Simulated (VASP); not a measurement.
Input of a VASP 6.6.1 run:

The input INCAR:

```
PREC = Accurate
ENCUT = 600
EDIFF = 1E-6
ISMEAR = 0
SIGMA = 0.03
LREAL = False
LASPH = True
NELM = 80
ALGO = Normal
ISIF = 3
LWAVE = False
LCHARG = False
GGA = PS
IBRION = 2
NSW = 90
EDIFFG = -0.01
PSTRESS = 50.0
```

File KPOINTS:

```
Automatic mesh
0
Gamma
  8 8 8
```

The input POSCAR:

```
SrTiO3
1.0
    3.9052800000      0.0000000000      0.0000000000
    0.0000000000      3.9052800000      0.0000000000
    0.0000000000      0.0000000000      3.9052800000
Sr Ti O
1 1 3
Direct
    0.5000000000      0.5000000000      0.5000000000
    0.0000000000      0.0000000000      0.0000000000
    0.5000000000      0.0000000000      0.0000000000
    0.0000000000      0.5000000000      0.0000000000
    0.0000000000      0.0000000000      0.5000000000
```

Potentials or basis: VASP PAW PBE potentials, release 64 (Sr_sv, Ti_sv, O).

Command:

```console
$ cat potpaw_PBE.64/Sr_sv/POTCAR potpaw_PBE.64/Ti_sv/POTCAR potpaw_PBE.64/O/POTCAR > POTCAR
$ mpirun -np 1 vasp_std > vasp.out
```

What does it give for the band gap on the k mesh?

1.86 eV, indirect (least direct gap 2.20 eV).

Predict the relaxed cell.

a = 3.862 Å, b = 3.862 Å, c = 3.862 Å, α = 90.00°, β = 90.00°, γ = 90.00°.

What does it give for the space group after relaxing (to 0.05 Å)?

Pm-3m (No. 221).

What does it give for the relaxed volume?

11.52 Å³/atom.

Final structure:
```xyz
5
Lattice="3.8619 0.0000 0.0000 0.0000 3.8619 0.0000 0.0000 0.0000 3.8619" Properties=species:S:1:pos:R:3 pbc="T T T"
Sr    1.9310    1.9310    1.9310
Ti    0.0000    0.0000    0.0000
O     1.9310    0.0000    0.0000
O     0.0000    1.9310    0.0000
O     0.0000    0.0000    1.9310
```

Caveat: the cell is relaxed towards a set pressure, so the enthalpy falls and the energy may rise; the PAW data sets were made with another functional, which shifts forces and pressure a little. A k mesh can miss the band edges.
